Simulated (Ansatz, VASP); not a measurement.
## Cross-check of PbSeS between VASP and Ansatz

Wanted: the spread between two codes on one cell, functional and k mesh. The cell is invented: As first built, before any earlier steps moved the atoms (in the runner's words): it takes the HfSeS structure with some of its atoms replaced by other elements, volume scaled by an estimate. It may not be a known or stable phase. The cell is taken from a series of VASP runs on this material, whose earlier steps may have relaxed, scaled or displaced it; both programs get it as it stands.

Method: plane waves, with VASP 6.6.1 beside it; relaxation of cell and atoms at r2SCAN, in Ansatz 0.2.0.

## 1. The structure

It takes space group P3m1 (No. 156, trigonal). The conventional cell has a = 3.920 Å, b = 3.920 Å, c = 6.062 Å, α = 90.00°, β = 90.00°, γ = 120.00°. Nearest to Pb lie 3 S at 2.72 Å and 3 Se at 2.81 Å. Nearest to Se lie 3 Pb at 2.81 Å. Nearest to S lie 3 Pb at 2.72 Å. As first built, before any earlier steps moved the atoms (in the runner's words): sites of the HfSeS structure (space group 156) filled with other elements, volume scaled by an estimate. Farther neighbours and most contacts between anions are not listed.

As a file:

```xyz
3
Lattice="3.9202 0.0000 0.0000 -1.9601 3.3950 0.0000 0.0000 0.0000 6.0618" Properties=species:S:1:pos:R:3 pbc="T T T"
Pb    0.0000    0.0000    6.0144
Se    0.0000    2.2633    1.6096
S     1.9601    1.1317    4.4995
```

## 2. VASP: relaxation of cell and atoms, r2SCAN

The relaxed volume is the usual yardstick between codes: its relative difference is about their pressure difference at one cell divided by the bulk modulus.

Lines of VASP's logs that name or quote its potential files are left out, and so is its time.

Input file INCAR:

```
SYSTEM = PbSeS
PREC = Accurate
ENCUT = 400
EDIFF = 1E-06
NELM = 100
ISMEAR = 0
SIGMA = 0.05
LREAL = .FALSE.
ALGO = Normal
METAGGA = R2SCAN
LASPH = .TRUE.
NBANDS = 19
LORBIT = 11
LWAVE = .FALSE.
LCHARG = .FALSE.
IBRION = 2
NSW = 60
ISIF = 3
EDIFFG = -0.01
```

Input file POSCAR:

```
PbSeS
1.0
    3.9201910607      0.0000000000      0.0000000000
   -1.9600955304      3.3949855061      0.0000000000
    0.0000000000      0.0000000000      6.0617777906
Pb Se S
1 1 1
Direct
    0.0000000000      0.0000000000      0.9921889241
    0.3333333300      0.6666666700      0.2655319628
    0.6666666700      0.3333333300      0.7422791131
```

Input file KPOINTS:

```
Automatic mesh
0
Gamma
7 7 4
0 0 0
```

PAW data sets: Pb_d, Se and S (PBE family, release 64).

Started as:

```
$ mpirun -np 1 vasp_std
```

Numbers of over 12 decimals in the logs are rounded to 6 here.

The program printed:

```text
[banner, memory and clock lines left out]
running    1 mpi-ranks, on    1 nodes
 distrk:  each k-point on    1 cores,    1 groups
 distr:  one band on    1 cores,    1 groups

 POSCAR found type information on POSCAR PbSeS
 POSCAR found :  3 types and       3 ions
|                                                                             |
|               ----> ADVICE to this user running VASP <----                  |
|                                                                             |
|     You enforced a specific xc type in the INCAR file but a different       |
|     [... a line on the potential file left out ...]
|     I HOPE YOU KNOW WHAT YOU ARE DOING!                                     |
|                                                                             |

 LDA part: xc-table for (None), standard interpolation
 POSCAR, INCAR and KPOINTS ok, starting setup
 FFT: planning ... GRIDC
 FFT: planning ... GRID_SOFT
 FFT: planning ... GRID
 WAVECAR not read
 entering main loop
       N       E                     dE             d eps       ncg     rms          rms(c)
DAV:   1     0.132041143014E+03    0.13204E+03   -0.10593E+04  1064   0.113E+03
DAV:   2    -0.679616990864E+02   -0.20000E+03   -0.19408E+03  1201   0.307E+02
DAV:   3    -0.845169657261E+02   -0.16555E+02   -0.16171E+02  1383   0.991E+01
DAV:   4    -0.849586018249E+02   -0.44164E+00   -0.44080E+00  1273   0.181E+01
DAV:   5    -0.849756159550E+02   -0.17014E-01   -0.17013E-01  1524   0.351E+00    0.563E+00
DAV:   6    -0.788148384044E+02    0.61608E+01   -0.25893E+00  1248   0.297E+01    0.437E+00
DAV:   7    -0.788186172744E+02   -0.37789E-02   -0.26304E-01  1217   0.382E+00    0.233E+00
DAV:   8    -0.788310804689E+02   -0.12463E-01   -0.28197E-02  1408   0.178E+00    0.480E-01
DAV:   9    -0.788322556496E+02   -0.11752E-02   -0.40909E-03  1324   0.445E-01    0.156E-01
DAV:  10    -0.788322149648E+02    0.40685E-04   -0.47809E-04  1224   0.193E-01    0.732E-02
DAV:  11    -0.788322775652E+02   -0.62600E-04   -0.16879E-04  1133   0.109E-01    0.451E-02
DAV:  12    -0.788322878039E+02   -0.10239E-04   -0.27854E-05  1238   0.501E-02    0.173E-02
DAV:  13    -0.788322895338E+02   -0.17299E-05   -0.65995E-06  1164   0.243E-02    0.604E-03
DAV:  14    -0.788322897664E+02   -0.23261E-06   -0.12582E-06   699   0.776E-03
   1 F= -.78832290E+02 E0= -.78832290E+02  d E =-.788323E+02
 curvature:   0.00 expect dE= 0.000E+00 dE for cont linesearch  0.000E+00
 trial: gam= 0.00000 g(F)=  0.280E-05 g(S)=  0.221E-05 ort = 0.000E+00 (trialstep = 0.100E+01)
 search vector abs. value=  0.501E-05
 reached required accuracy - stopping structural energy minimisation
```

From OUTCAR (step 2):

```text
ion  position               nearest neighbor table
   1  0.000  0.000  0.992-   3 2.72   3 2.72   3 2.72   2 2.81   2 2.81   2 2.81
   2  0.333  0.667  0.266-   1 2.81   1 2.81   1 2.81
   3  0.667  0.333  0.742-   1 2.72   1 2.72   1 2.72

  LATTYP: Found a hexagonal cell.
 ALAT       =     3.9201910607
 C/A-ratio  =     1.5462965189

 Subroutine GETGRP returns: Found  6 space group operations
 (whereof  6 operations were pure point group operations)

The static configuration has the point symmetry C_3v.

 Found     28 irreducible k-points:

   k-points           NKPTS =     28   k-points in BZ     NKDIM =     28   number of bands    NBANDS=     19

   dimension x,y,z NGX =    28 NGY =   28 NGZ =   40
   dimension x,y,z NGXF=    56 NGYF=   56 NGZF=   80

   ENCUT  =  400.0 eV  29.40 Ry    5.42 a.u.   6.39  6.39  9.89*2*pi/ulx,y,z

   NELECT =      26.0000    total number of electrons

 k-points in reciprocal lattice and weights: Automatic mesh
   0.00000000  0.00000000  0.00000000       0.005
   0.14285714  0.00000000  0.00000000       0.031
   0.28571429  0.00000000  0.00000000       0.031
   0.42857143 -0.00000000  0.00000000       0.031
   0.14285714  0.14285714  0.00000000       0.031
   0.28571429  0.14285714  0.00000000       0.061
   0.42857143  0.14285714  0.00000000       0.031
   0.28571429  0.28571429  0.00000000       0.031
   0.00000000  0.00000000  0.25000000       0.010
[...]
0.42857143  0.14285714  0.50000000       0.031
   0.28571429  0.28571429  0.50000000       0.031

 average (electrostatic) potential at core
       1 -99.5125       2 -58.3141       3 -90.2731

 E-fermi :   3.4732

 k-point     1 :       0.0000    0.0000    0.0000
  band No.  band energies     occupation
    ...
      9       2.3844      2.00000
     10       2.3844      2.00000
     11       3.1288      2.00000
     12       3.1288      2.00000
     13       3.1928      2.00000
     14       3.6288      0.00001
     15       6.9367      0.00000
     16       8.6318      0.00000
     17       8.6318      0.00000
     18      12.7192      0.00000
    ...

 k-point     2 :       0.1429    0.0000    0.0000
  band No.  band energies     occupation
    ...
      9       1.0968      2.00000
     10       1.9757      2.00000
     11       2.1471      2.00000
     12       3.2155      2.00000
     13       3.3041      2.00000
     14       4.6313      0.00000
     15       7.6082      0.00000
     16       8.3371      0.00000
     17       8.9013      0.00000
     18      11.7883      0.00000
    ...

 k-point     3 :       0.2857    0.0000    0.0000
  band No.  band energies     occupation
    ...
      9      -0.0479      2.00000
     10       1.0031      2.00000
     11       1.3366      2.00000
     12       2.9847      2.00000
     13       3.2070      2.00000
     14       4.5922      0.00000
     15       7.7544      0.00000
     16       9.1688      0.00000
     17       9.5258      0.00000
     18      10.4508      0.00000
    ...

  Total        0.0014986      0.0014986     -0.0115264     -0.0000000      0.0000000      0.0000000
  in kB        0.0297611      0.0297611     -0.2289062     -0.0000000      0.0000000      0.0000000
  external PRESSURE =      -0.0564613 kB  Pullay stress =       0.0000000 kB

  energy-cutoff  :      400.00
  volume of cell :       80.68
      direct lattice vectors                 reciprocal lattice vectors
     3.920191061  0.000000000  0.000000000     0.255089608  0.147276034  0.000000000
    -1.960095530  3.394985506  0.000000000     0.000000000  0.294552068  0.000000000
     0.000000000  0.000000000  6.061777791     0.000000000  0.000000000  0.164968106

 POSITION                                       TOTAL-FORCE (eV/Angst)
 -----------------------------------------------------------------------------------
      0.00000      0.00000      6.01443        -0.000000     -0.000000     -0.005854
     -0.00000      2.26332      1.60960         0.000000     -0.000000      0.001102
      1.96010      1.13166      4.49953        -0.000000      0.000000      0.004751
 -----------------------------------------------------------------------------------
    total drift:                               -0.000003      0.000003      0.000751

  FREE ENERGIE OF THE ION-ELECTRON SYSTEM (eV)
  ---------------------------------------------------
  free  energy   TOTEN  =       -78.8322897664 eV

  energy  without entropy=      -78.8322897476  energy(sigma->0) =      -78.83228976

 reached required accuracy - stopping structural energy minimisation

 total charge
# of ion       s       p       d       tot
------------------------------------------
    1        1.187   0.776   9.893  11.856
    2        1.490   2.310   0.022   3.823
    3        1.362   2.294   0.000   3.657
--------------------------------------------------
tot          4.039   5.381   9.915  19.335

[... 3 further parts left out ...]
```

The bonds form layers, held to each other by dispersion, which r2SCAN holds only at short range, so the spacing between them may come out too wide. The run keeps the 6 symmetry operations of its start, so it cannot find a distortion of lower symmetry.

## 3. Ansatz: relaxation of cell and atoms, r2SCAN

Ansatz runs on its default PAW (the set named soft_2) files.

The same cell, functional, mesh and smearing now go to Ansatz, which takes its cutoff from its data sets.

Input file input.yaml:

```yaml
crystal:
  lattice:
    - [3.9201910607, 0.0, 0.0]
    - [-1.9600955304, 3.3949855061, 0.0]
    - [0.0, 0.0, 6.0617777906]
  atoms:
    - { symbol: Pb, position: [0.0, 0.0, 0.9921889241] }
    - { symbol: Se, position: [0.33333333, 0.66666667, 0.2655319628] }
    - { symbol: S, position: [0.66666667, 0.33333333, 0.7422791131] }
hamiltonian:
  xc: r2scan
  pseudopotentials: { kind: paw }
kpoints:
  mp_grid: { grid: [7, 7, 4] }
scf:
  occupations: { method: gaussian, width: 0.05 }
relax:
  f_tol: 0.01
  max_steps: 60
  cell: { stress_tol: 0.05 }
output:
  forces: true
  stress: true
  write_density: true
  write_potential: true
  elf: true
  volumetric_format: npy
```

Started as:

```
$ ansatz run input.yaml --threads 4 --pin off --max-ram 9216MiB --backend cpu --events-out ev --progress --plain --runs-dir out
```

The program printed:

```text
Engine: ansatz 0.2.0, aarch64-unknown-linux-gnu
Pseudopotentials: kind: paw
Pseudopotential: Pb, paw, valence charge 14, recommended cutoff 500 eV (meta_gga), Pb.paw.azcp
Pseudopotential: Se, paw, valence charge 16, recommended cutoff 500 eV (meta_gga), Se.paw.azcp
Pseudopotential: S, paw, valence charge 6, recommended cutoff 500 eV (meta_gga), S.paw.azcp
Functional definition: r2SCAN
  parameter k0 = 0.174
  parameter k1 = 0.065
  parameter a1 = 4.9479
  exchange = r2scan_x(k0 = k0, k1 = k1, a1 = a1)
  correlation = r2scan_c
Crystal: 3 atoms, lattice volume = 80.676 Å³
Basis set: ecut = 500 eV, 2009 PW (Γ), exchange–correlation on 120×120×180 points (64 copies of the dense FFT grid, shifted against one another)
Bands: 22, of which v1, the nominal top of the filled ones, is band 18 counted from 1 (17 counted from 0)
Symmetry: 6 space group operations
Space group: P3m1 (ITA 156), of the structure as read, at distance tolerance 4.3e-5 Å
k-points: 28 of 196 (time reversal used)
Non-local potential: Pb, projectors of the file, l = 0: 2, l = 1: 2, l = 2: 2, l = 3: 2
Non-local potential: Se, projectors of the file, l = 0: 2, l = 1: 2, l = 2: 3, l = 3: 1
Non-local potential: S, projectors of the file, l = 0: 2, l = 1: 2, l = 2: 2
PAW form: soft (Blöchl's): semilocal exchange-correlation on the pseudo side does not see the compensation charge
PAW frozen core: Pb, regenerated for the run's functional (the file was generated under x = pbe(κ = 0.804, μ = 0.219515), c = pbe(β = 0.066725))
PAW frozen core: Se, regenerated for the run's functional (the file was generated under x = pbe(κ = 0.804, μ = 0.219515), c = pbe(β = 0.066725))
PAW frozen core: S, regenerated for the run's functional (the file was generated under x = pbe(κ = 0.804, μ = 0.219515), c = pbe(β = 0.066725))
PAW one-centre angular grid: Pb, 590 points (default); XC on 160 Gauss nodes
PAW one-centre angular grid: Se, 590 points (default); XC on 160 Gauss nodes
PAW one-centre angular grid: S, 302 points (default); XC on 160 Gauss nodes
Initial density: superposition of atomic densities (neutral atoms: chi_scale 0, normalization atom), corrected by the library's trained network
Initial wavefunctions: pseudopotential atomic-orbital guess
Functional: x = r2scan, c = r2scan; τ floored in thin density (d = 2e-4 eV/Å³)
SCF iter   1: F=—  HF=-18305.056631 eV  |F-HF|=—  |Δ(HF+E_count)|=         —  Δρ=8.66e-3  dr2=9.68e-2  dr2_τ=8.09e-3  ethr=1.77e-3  ⟨swp⟩=6.5  Hψ=3243  notcnv=0
preconditioner: auto → Resta (q_TF=auto, 2.385 Å⁻¹)  ε∞=3.2  [insulator: Δε(μ)=0.324 eV  Ē_g=14.221 eV  σ=0.050 eV  W_gap=1.00  n_scr=22 (ndim 8)  ℏωp=21.1 eV  f_vac=0.042  D(μ)=0.00/eV (n_scr^D=0)  ε∞_Penn≈3.2]
SCF iter   2: F=—  HF=-18305.054529 eV  |F-HF|=—  |Δ(HF+E_count)|=   2.10e-3  Δρ=3.98e-3  dr2=9.05e-3  dr2_τ=1.02e-3  ethr=2.69e-4  ⟨swp⟩=3.1  Hψ=1090  notcnv=0
SCF iter   3: F=—  HF=-18305.053792 eV  |F-HF|=—  |Δ(HF+E_count)|=   7.37e-4  Δρ=1.86e-3  dr2=1.93e-3  dr2_τ=5.14e-5  ethr=2.52e-5  ⟨swp⟩=2.4  Hψ=1128  notcnv=0
SCF iter   4: F=—  HF=-18305.053671 eV  |F-HF|=—  |Δ(HF+E_count)|=   1.21e-4  Δρ=2.75e-4  dr2=4.94e-5  dr2_τ=2.33e-6  ethr=5.36e-6  ⟨swp⟩=2.6  Hψ=992  notcnv=0
SCF iter   5: F=—  HF=-18305.053682 eV  |F-HF|=—  |Δ(HF+E_count)|=   1.18e-5  Δρ=7.11e-5  dr2=2.60e-6  dr2_τ=1.18e-7  ethr=1.37e-7  ⟨swp⟩=2.0  Hψ=1097  notcnv=0
SCF iter   6: F=—  HF=-18305.053684 eV  |F-HF|=—  |Δ(HF+E_count)|=   2.05e-6  Δρ=1.45e-5  dr2=1.56e-7  dr2_τ=1.70e-8  ethr=7.24e-9  ⟨swp⟩=2.0  Hψ=1120  notcnv=0
SCF iter   7: F=-18305.053684 eV  HF=-18305.053684 eV  |F-HF|=5.31e-9  |Δ(HF+E_count)|=   3.44e-8  Δρ=4.31e-6  dr2=2.26e-8  dr2_τ=6.32e-10  ethr=2.78e-10  ⟨swp⟩=8.9  Hψ=4064  notcnv=0
SCF 1 converged in 7 iterations: F = -18305.053684 eV  dr2 = 2.26e-8
  greatest PAW one-centre occupation: 1.000 electrons in one spin orbital (limit 2), on the Se atom at site 1 (counted from 0), in its partial waves of l = 2
relax step   1: F+E_penalty+E_count = -18305.05368435 eV  Δ(F+E_penalty+E_count) = +0.000e0 eV  max|allowed force component| = 1.436e-2 eV/Å  Δτ_max = 0.0000 Å  P = -0.018 GPa  Ω = 80.676 Å³  (7 SCF iters, dr2 threshold 1.00e-7 eV, accepted)
[...]
relax step   2: F+E_penalty+E_count = -18305.05355832 eV  Δ(F+E_penalty+E_count) = +1.260e-4 eV  max|allowed force component| = 3.056e-2 eV/Å  Δτ_max = 0.0085 Å  P = +0.042 GPa  Ω = 80.918 Å³  energy of the carried Pulay correction = -1.288e-5 eV  (6 SCF iters, dr2 threshold 1.29e-8 eV, rejected (line search))
[...]
relax step   3: F+E_penalty+E_count = -18305.05371982 eV  Δ(F+E_penalty+E_count) = -3.547e-5 eV  max|allowed force component| = 2.719e-4 eV/Å  Δτ_max = 0.0035 Å  P = +0.000 GPa  Ω = 80.786 Å³  energy of the carried Pulay correction = -5.856e-6 eV  (8 SCF iters, accepted)
[...]
relax step   4: F+E_penalty+E_count = -18305.05372561 eV  Δ(F+E_penalty+E_count) = -5.791e-6 eV  max|allowed force component| = 1.829e-3 eV/Å  Δτ_max = 0.0012 Å  P = +0.003 GPa  Ω = 80.830 Å³  energy of the carried Pulay correction = -8.206e-6 eV  (7 SCF iters, accepted)
[...]
relax step   5: F+E_penalty+E_count = -18305.05373152 eV  Δ(F+E_penalty+E_count) = -5.914e-6 eV  max|allowed force component| = 1.830e-3 eV/Å  Δτ_max = 0.0000 Å  P = +0.003 GPa  Ω = 80.830 Å³  stress off target by 2.55e-2 GPa  SCF on the basis re-selected at this cell (its energy is not comparable with the rows above)  (4 SCF iters)
basis re-selected at this cell: Δ(F+E_penalty+E_count) = -5.914e-6 eV, ΔP = +0.000 GPa vs the last step (what re-selecting the basis moved, of the pressure what is left beyond the Pulay correction that the steps carried, after the strain that the cell walked since its last selection, with what the two solves' SCF thresholds leave and, on support functions, any second-order correction that the steps lacked; it is no m [...]
SCF converged after 4 iterations
Free energy (F): -18305.053732 eV
Harris-Foulkes:  -18305.053732 eV  (|F-HF|=0.00e0)
Internal energy: -18305.053732 eV  (E = F + TS)
E sigma→0 (E₀):  -18305.053732 eV
Fermi energy:    6.557473 eV
--- Per-component energies (eV) ---
  E_band       = -496.132109
  E_kinetic    = 512.881151
  E_local      = -4242.597202  (includes V_loc(G=0)·N_el)
  E_nonlocal   = -213.118696
  E_hartree    = 1959.928116
  E_xc         = -393.907345
  E_vxc        = -339.480065  (∫ρ·V_xc dr)
  E_paw        = -12975.756747  (= ΣΔE_a)
  E_vpaw       = -153.535535  (= ΣTr[D̂ρ^β])
  E_aug_tail   = -0.000185  (compensation charges beyond the density's cutoff)
  E_vtau       = 19.862127  (kinetic-family band-sum trace: ∫τ·v_τ [+ j·A + Jᵃ·Aᵃ] dr)
  E_ewald      = -2951.573789
  E_core_change = -0.909035  (= ΣΔE_core)
  E_smearing   = -0.000000  (= −TS)
  E_closure    = 0.000000  (closes the sum)
  Σ components = -18305.053732   (vs F -18305.053732, Δ=0.00e0)
--- Forces (eV/Å), atoms counted from 1 ---
  atom   1  Pb     0.00000000     0.00000000    -0.00043470
  atom   2  Se     0.00000000     0.00000000     0.00182899
  atom   3  S     -0.00000000    -0.00000000    -0.00139842
  max |Σ_I F_I| component: 4.12e-6 eV/Å
--- Stress (GPa, compression-positive) ---
       -0.008934      -0.000000       0.000000
       -0.000000      -0.008934       0.000000
        0.000000       0.000000       0.025515
  P = ⅓ Tr σ = 0.0025 GPa (0.025 kbar)
--- Band table (eV; the first three rows and the last of 28) ---
  k-point 0: bands = [... 14 lower, 5.4642, 6.2119, 6.2119, 6.2724, 6.7221, 10.0088, 11.7064, 11.7064]
  k-point 1: bands = [... 14 lower, 5.4222, 5.4222, 6.2912, 6.2912, 7.6933, 9.9956, 11.5495, 11.5495]
  k-point 2: bands = [... 14 lower, 5.3862, 5.3862, 6.3658, 6.3658, 8.1874, 9.9606, 11.4007, 11.4007]
  k-point 27: bands = [... 14 lower, 2.8019, 3.4222, 6.0398, 6.1739, 7.9956, 11.5167, 11.7593, 12.9847]
--- Relaxed structure (4 steps of the walk, 3 accepted, 1 SCFs on fresh bases) ---
  F+E_penalty+E_count = -18305.05373152 eV   max|allowed force component| = 1.830e-3 eV/Å   (the final SCF, on the basis selected at the relaxed cell)
  cell:  # Å, volume = 80.8300 Å³
    - [3.920557, 2.8870190395865657e-11, -3.9798762539338163e-19]
    - [-1.960279, 3.395302, 3.938160817947784e-19]
    - [-6.154068380373902e-19, 3.478569736972121e-19, 6.072207]
  atoms:
    - { symbol: Pb, position: [0, 0, 0.992213] }
    - { symbol: Se, position: [0.333333, 0.666667, 0.264753] }
    - { symbol: S, position: [0.666667, 0.333333, 0.743034] }
```

Wall time 14 s (4 threads of Arm Neoverse V2, shared host); peak memory 0.55 GiB.

## 4. Comparison

Known differences besides the potentials themselves: VASP keeps PBE cores, Ansatz makes them for the functional; both relaxations stop at a tolerance, which leaves soft axes loose, and VASP keeps its plane-wave basis; the data sets hold 36 valence electrons in Ansatz (default PAW (the set named soft_2) files) and 26 in VASP; the cutoff is 500 eV in Ansatz and 400 eV in VASP; Ansatz adds a Pulay correction to the stress that steers its cell, VASP none. Total energies have different zeros and are not compared.

The two programs side by side:

| quantity | Ansatz | VASP | difference |
| --- | --- | --- | --- |
| volume (Å³) | 80.83 | 80.68 | +0.19 % |
| edge a after relaxation, in the typed setting (Å) | 3.921 | 3.920 | +0.01 % |
| edge c after relaxation, in the typed setting (Å) | 6.072 | 6.062 | +0.17 % |

The walks stopped with 0.00 GPa left in Ansatz and -0.01 GPa in VASP; each walk ends within a tolerance, so the volume difference is uncertain by about these residues over the bulk modulus, most in soft cells.

## 5. What came out

```
difference in volume (relaxation of cell and atoms, r2SCAN) : 0.19 %
```

The difference in volume is 0.19 % (relaxation of cell and atoms, r2SCAN), within the 1.2 % picked in this series as the mark of a large difference, as far as the stopping tolerances let one tell. Such differences can come from data sets, numerical settings and the points named under the comparisons, not from the functional's error against experiment.

[Lines on the potential files, build, host, timing and source positions are cut from VASP's logs without a mark.]

[Logs are printed without paths, hosts, clocks, repeated set-up lines and the standing remarks that a program may print on its own settings, such as how far it seeks lower states.]

[Hosts, paths, dates, database ids (printed as entryN), source tags and the programs' standing remarks are cut or masked in the printed files.]
